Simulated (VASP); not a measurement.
# LiY3 (I4/mmm) in VASP: notebook

The runs below take LiY3 through relaxation of cell and atoms, with LDA, PBE.

Everything below comes from runs of VASP 6.6.1. Logs are shortened: lines on timing, memory, paths and dates and some standing lists are left out, and cuts for length are marked.

### 1 Starting point

The structure is tetragonal, space group I4/mmm (No. 139). The conventional cell has a = 4.734 Å, b = 4.734 Å, c = 10.653 Å, α = 90.00°, β = 90.00°, γ = 90.00°. Y (site symmetry 4/mmm) has 4 Li at 3.35 Å and 8 Y at 3.56 Å as nearest neighbours. Around Y (site symmetry -4m2) lie 8 Y at 3.35 to 3.56 Å and 4 Li at 3.56 Å. Li (site symmetry 4/mmm) is surrounded by 12 Y at 3.35 to 3.56 Å.

The cell comes from a database or a generator and needn't be the stable form of this composition.

### 2 Relaxation of cell and atoms, LDA

The input, INCAR:

```
PREC = Accurate ; ENCUT = 600
EDIFF = 1E-6 ; ISMEAR = -1
SIGMA = 0.05 ; LREAL = False
LASPH = True ; NELM = 100
ALGO = Normal ; ISIF = 3
LWAVE = False ; LCHARG = False
GGA = CA ; IBRION = 2
NSW = 40 ; EDIFFG = -0.01
```

The input, KPOINTS:

```
Automatic mesh
0
Gamma
  6 6 6
```

The input, POSCAR:

```
LiY3
1.0
   -2.3671900000      2.3671900000      5.3266430000
    2.3671900000     -2.3671900000      5.3266430000
    2.3671900000      2.3671900000     -5.3266430000
Y Li
3 1
Direct
    0.5000000000      0.5000000000      0.0000000000
    0.2500000000      0.7500000000      0.5000000000
    0.7500000000      0.2500000000      0.5000000000
    0.0000000000      0.0000000000      0.0000000000
```

Potentials or basis: VASP PAW LDA potentials, release 64 (Y_sv, Li_sv).

Run with:

```console
> cat potpaw_LDA.64/Y_sv/POTCAR potpaw_LDA.64/Li_sv/POTCAR > POTCAR
> mpirun -np 1 vasp_std > vasp.out
```

OUTCAR:

```text
PREC = Accurate
   ENCUT = 600
   EDIFF = 1E-6
   ISMEAR = -1
   LREAL = False
   LASPH = True
   NELM = 100
   ISIF = 3
   GGA = CA
   IBRION = 2
   NSW = 40
   EDIFFG = -0.01

 ion  position               nearest neighbor table
   1  0.500  0.500  0.000-   4 3.35   4 3.35   4 3.35   4 3.35   3 3.56   2 3.56   3 3.56   3 3.56
                             2 3.56   2 3.56   3 3.56   2 3.56
   2  0.250  0.750  0.500-   3 3.35   3 3.35   3 3.35   3 3.35   1 3.56   1 3.56   1 3.56   1 3.56

   3  0.750  0.250  0.500-   2 3.35   2 3.35   2 3.35   2 3.35   1 3.56   1 3.56   1 3.56   1 3.56

   4  0.000  0.000  0.000-   1 3.35   1 3.35   1 3.35   1 3.35

  LATTYP: Found a body centered tetragonal cell.
 ALAT       =     4.7343800000
 C/A-ratio  =     2.2501966467

  Lattice vectors:

 A1 = (  -2.3671900000,   2.3671900000,   5.3266430000)
 A2 = (   2.3671900000,  -2.3671900000,   5.3266430000)
 A3 = (   2.3671900000,   2.3671900000,  -5.3266430000)

Analysis of symmetry for initial positions (statically):
=====================================================================
 Subroutine PRICEL returns:
 Original cell was already a primitive cell.

 Routine SETGRP: Setting up the symmetry group for a
 body centered tetragonal supercell.

 Subroutine GETGRP returns: Found 16 space group operations
 (whereof 16 operations were pure point group operations)
 out of a pool of 16 trial point group operations.

The static configuration has the point symmetry D_4h.

Analysis of symmetry for dynamics (positions and initial velocities):
=====================================================================
 Subroutine PRICEL returns:
 Original cell was already a primitive cell.

 Routine SETGRP: Setting up the symmetry group for a
 body centered tetragonal supercell.

 Subroutine GETGRP returns: Found 16 space group operations
 (whereof 16 operations were pure point group operations)
 out of a pool of 16 trial point group operations.

The dynamic configuration has the point symmetry D_4h.

 Subroutine INISYM returns: Found 16 space group operations
 (whereof 16 operations are pure point group operations),
 and found     1 'primitive' translations

----------------------------------------------------------------------------------------

                                     Primitive cell

  volume of cell :     119.3933

  direct lattice vectors                    reciprocal lattice vectors
    -2.367190000  2.367190000  5.326643000     0.000000000  0.211220899  0.093867751
     2.367190000 -2.367190000  5.326643000     0.211220899  0.000000000  0.093867751
     2.367190000  2.367190000 -5.326643000     0.211220899  0.211220899  0.000000000

  length of vectors
     6.291287836  6.291287836  6.291287836     0.231139401  0.231139401  0.298711460

  position of ions in fractional coordinates (direct lattice)
     0.500000000  0.500000000  0.000000000
     0.250000000  0.750000000  0.500000000
     0.750000000  0.250000000  0.500000000
     0.000000000  0.000000000  0.000000000

  ion indices of the primitive-cell ions
   primitive index   ion index
                 1           1
                 2           2
                 3           3
                 4           4

----------------------------------------------------------------------------------------

 KPOINTS: Automatic mesh

Automatic generation of k-mesh.
 Grid dimensions read from file:
 generate k-points for:    6    6    6

 Generating k-lattice:

  Cartesian coordinates                     Fractional coordinates (reciprocal lattice)
     0.000000000  0.035203483  0.015644625     0.166666667 -0.000000000  0.000000000
     0.035203483  0.000000000  0.015644625    -0.000000000  0.166666667  0.000000000
     0.035203483  0.035203483  0.000000000     0.000000000  0.000000000  0.166666667

  Length of vectors
     0.038523234  0.038523234  0.049785243

  Shift w.r.t. Gamma in fractional coordinates (k-lattice)
     0.000000000  0.000000000  0.000000000

 Subroutine IBZKPT returns following result:
 ===========================================

 Found     30 irreducible k-points:

 Following reciprocal coordinates:
            Coordinates               Weight
  0.000000  0.000000  0.000000      1.000000
  0.166667  0.000000 -0.000000      8.000000
  0.333333  0.000000 -0.000000      8.000000
  0.500000  0.000000  0.000000      4.000000
  0.166667  0.166667  0.000000      8.000000
  0.333333  0.166667  0.000000     16.000000
[... 16 lines left out ...]
 -0.333333 -0.333333  0.166667      8.000000
 -0.166667 -0.333333  0.166667      8.000000
 [... further k-points ...]
   k-points           NKPTS =     30   k-points in BZ     NKDIM =     30   number of bands    NBANDS=     22
   number of dos      NEDOS =    301   number of ions     NIONS =      4
   total plane-waves  NPLWV = 125000
   dimension x,y,z NGX =    50 NGY =   50 NGZ =   50
   dimension x,y,z NGXF=   100 NGYF=  100 NGZF=  100
   ions per type =               3   1
   NGX,Y,Z   is equivalent  to a cutoff of  13.21, 13.21, 13.21 a.u.
   NGXF,Y,Z  is equivalent  to a cutoff of  26.42, 26.42, 26.42 a.u.
 SYSTEM =  unknown system
   PREC   = accura    normal or accurate (medium, high low for compatibility)
   ISTART =      0    job   : 0-new  1-cont  2-samecut
   ICHARG =      2    charge: 1-file 2-atom 10-const
   ISPIN  =      1    spin polarized calculation?
   LNONCOLLINEAR =      F non collinear calculations
   LSORBIT =      F    spin-orbit coupling
   LASPH  =      T    aspherical Exc in radial PAW
   ENCUT  =  600.0 eV  44.10 Ry    6.64 a.u.  12.57 12.57 12.57*2*pi/ulx,y,z
   NELM   =    100;   NELMIN=  2; NELMDL= -5     # of ELM steps
   EDIFF  = 0.1E-05   stopping-criterion for ELM
   LREAL  =      F    real-space projection
   EDIFFG = -.1E-01   stopping-criterion for IOM
   NSW    =     40    number of steps for IOM
   IBRION =      2    ionic relax: 0-MD 1-quasi-New 2-CG
   NFREE  =      1    steps in history (QN), initial steepest desc. (CG)
   ISIF   =      3    stress and relaxation
   ISYM   =      2    0-nonsym 1-usesym 2-fastsym
   POTIM  = 0.5000    time-step for ionic-motion
   TEBEG  =    0.0;   TEEND  =   0.0 temperature during run
   PSTRESS=    0.0 pullay stress
   NELECT =      36.0000    total number of electrons
   NUPDOWN=      -1.0000    fix difference up-down
   EMIN   =  10.00;   EMAX   =-10.00  energy-range for DOS
   EFERMI =   0.00;   METHOD = LEGACY
   ISMEAR =    -1;   SIGMA  =   0.05  broadening in eV -4-tet -1-fermi 0-gaus
   EFERMI_NEDOS =   21; number of points for ismear=-14 and -15
   IALGO  =     38    algorithm
   IMIX   =      4    mixing-type and parameters
     AMIX     =   0.40;   BMIX     =  1.00
     AMIX_MAG =   1.60;   BMIX_MAG =  1.00
  volume/ion in A,a.u.               =      29.85       201.43
  Fermi-wavevector in a.u.,A,eV,Ry     =   1.097781  2.074505 16.396697  1.205123
  Thomas-Fermi vector in A             =   2.234147
   LORBIT       =      0    0 simple, 1 ext, 2 COOP (PROOUT), +10 PAW based schemes
   GGA     = CA    functional components
   LHFCALC =     F    Hartree Fock is set to
   AEXX    =    0.0000 exact exchange contribution
   IVDW    =     0    specifies the selected vdW correction
   LEPSILON=     F    determine dielectric tensor
   LRPA    =     F    only Hartree local field effects (RPA)
 conjugate gradient relaxation of ions
 non-spin polarized calculation
  energy-cutoff  :      600.00
  volume of cell :      119.39
 maximum number of plane-waves:      4029
   NGX = 25   NGY = 25   NGZ = 25

--------------------------------------- Ionic step        1  -------------------------------------------

 number of electron      36.0000004 magnetization

 Free energy of the ion-electron system (eV)
  ---------------------------------------------------
  ext. energy  EPLUGINS =         0.00000000
  ---------------------------------------------------
  free energy    TOTEN  =       -22.03015672 eV

  energy without entropy =      -21.97037338  energy(sigma->0) =      -22.00026505

------------------------ aborting loop because EDIFF is reached ----------------------------------------

  FORCE on cell =-STRESS in cart. coord.  units (eV):
  Direction    XX          YY          ZZ          XY          YZ          ZX
  --------------------------------------------------------------------------------------
  -------------------------------------------------------------------------------------
  Total       -2.1904091     -2.1904091     -2.6252170      0.0000000     -0.0000000      0.0000000
  in kB      -29.3938181    -29.3938181    -35.2286477      0.0000000     -0.0000000      0.0000000
  external PRESSURE =     -31.3387613 kB  Pullay stress =       0.0000000 kB
[... 95 lines left out ...]
  FREE ENERGIE OF THE ION-ELECTRON SYSTEM (eV)
  ---------------------------------------------------
  free  energy   TOTEN  =       -22.1563413318 eV

  energy  without entropy=      -22.1030951824  energy(sigma->0) =      -22.12971826

[... ionic steps 4 to 8 ...]

--------------------------------------- Ionic step        9  -------------------------------------------

 number of electron      35.9999999 magnetization

------------------------ aborting loop because EDIFF is reached ----------------------------------------

  FORCE on cell =-STRESS in cart. coord.  units (eV):
  Direction    XX          YY          ZZ          XY          YZ          ZX
  --------------------------------------------------------------------------------------
  -------------------------------------------------------------------------------------
  Total        0.0952826      0.0952826      0.1091211      0.0000000     -0.0000000      0.0000000
  in kB        1.4271329      1.4271329      1.6344045      0.0000000     -0.0000000      0.0000000
  external PRESSURE =       1.4962234 kB  Pullay stress =       0.0000000 kB
[... 61 lines left out ...]
  energy  without entropy=      -22.1065804219  energy(sigma->0) =      -22.13478248

--------------------------------------- Ionic step       11  -------------------------------------------

 number of electron      35.9999999 magnetization

 Free energy of the ion-electron system (eV)
  ---------------------------------------------------
  ext. energy  EPLUGINS =         0.00000000
  ---------------------------------------------------
  free energy    TOTEN  =       -22.16328486 eV

  energy without entropy =      -22.10738705  energy(sigma->0) =      -22.13533596

 E-fermi :   2.8398     XC(G=0):  -9.5950

 val. band max:        2.8274948054   @ k =   0.5000   0.5000   0.1667
 cond. band min:       2.8453738008   @ k =   0.5000   0.0000   0.0000
 fundamental gap:      0.0178789954
 Fermi energy:         2.8398303489

 k-point     1 :       0.0000    0.0000    0.0000
  band No.  band energies     occupation
      1     -41.7499      2.00000
      2     -39.4344      2.00000
      3     -39.3101      2.00000
      4     -39.2614      2.00000
      5     -19.8574      2.00000
      6     -19.7769      2.00000
[... 574 lines left out ...]
      6     -19.7967      2.00000
[... 14 lines left out ...]
     21       4.1897      0.00000
     22       4.6049      0.00000

 [... further k-points ...]

------------------------ aborting loop because EDIFF is reached ----------------------------------------

  FORCE on cell =-STRESS in cart. coord.  units (eV):
  Direction    XX          YY          ZZ          XY          YZ          ZX
  --------------------------------------------------------------------------------------
  -------------------------------------------------------------------------------------
  Total       -0.0068945     -0.0068945     -0.0027672      0.0000000      0.0000000      0.0000000
  in kB       -0.1028544     -0.1028544     -0.0412826      0.0000000      0.0000000      0.0000000
  external PRESSURE =      -0.0823304 kB  Pullay stress =       0.0000000 kB
[... 19 lines left out ...]
  FREE ENERGIE OF THE ION-ELECTRON SYSTEM (eV)
  ---------------------------------------------------
  free  energy   TOTEN  =       -22.1632848616 eV

  energy  without entropy=      -22.1073870506  energy(sigma->0) =      -22.13533596

 reached required accuracy - stopping structural energy minimisation
```

Run time: 31 min. Hardware: 1 thread of Intel Xeon Platinum 8375C at 2.90GHz (Ice Lake), shared host; peak memory 0.38 GiB.

What came out:

```
Free energy                            : -22.1633 eV
Relaxed volume                         : 26.85 Å³/atom
Relaxed cell                           : a = 5.942 Å, b = 5.942 Å, c = 5.942 Å, α = 133.82°, β = 133.82°, γ = 67.36°
Space group after relaxing (to 0.05 Å) : I4/mmm (No. 139)
Energy gained by relaxing              : 33.3 meV/atom
Ionic steps                            : 11
Pressure after relaxing                : 0.0 GPa
Band gap on the k mesh                 : none (metal or under the smearing width)
```

The path:
```tsv
step	energy change (eV)	largest force (eV/Å)	pressure (GPa)	volume (Å³)
1	0.0000	0.0000	-3.13	119.39
2	-0.1215	0.0000	-0.66	109.59
3	-0.1262	0.0000	0.02	107.42
4	-0.1261	0.0000	0.10	107.19
5	-0.1280	0.0000	0.10	107.17
6	-0.1317	0.0000	0.10	107.10
7	-0.1326	0.0000	0.17	106.88
8	-0.1329	0.0000	0.14	106.95
9	-0.1329	0.0000	0.15	106.97
10	-0.1328	0.0000	-0.18	107.94
11	-0.1331	0.0000	-0.01	107.40
```

Final structure:
```
CELL_PARAMETERS angstrom
-2.33019 2.33019 4.94481
2.33019 -2.33019 4.94481
2.33019 2.33019 -4.94481
ATOMIC_POSITIONS crystal
Y 0.50000 0.50000 0.00000
Y 0.25000 0.75000 0.50000
Y 0.75000 0.25000 0.50000
Li 0.00000 0.00000 0.00000
```

Levels at points of the mesh, in eV from the Fermi level:
```csv
k point,band 14,band 15,band 16,band 17,band 18,band 19,band 20,band 21,band 22
"(0.00, 0.00, 0.00)",-4.55,-1.44,-1.26,-0.41,0.14,0.14,0.64,1.21,1.21
"(0.50, 0.00, 0.00)",-2.57,-1.80,-0.87,-0.38,0.01,0.14,0.42,1.51,1.52
"(0.50, 0.50, 0.00)",-1.72,-1.52,-1.37,-0.72,-0.12,0.57,0.71,1.10,1.20
"(0.50, 0.50, 0.50)",-3.13,-2.36,-1.88,-0.68,-0.39,-0.39,-0.09,1.60,2.38
```

Caveat: the cutoff is under 1.25 times the usual one of these potentials, so pressure, stress and relaxed cells hold a basis-set (Pulay) error.

[end of part 1 of 2]
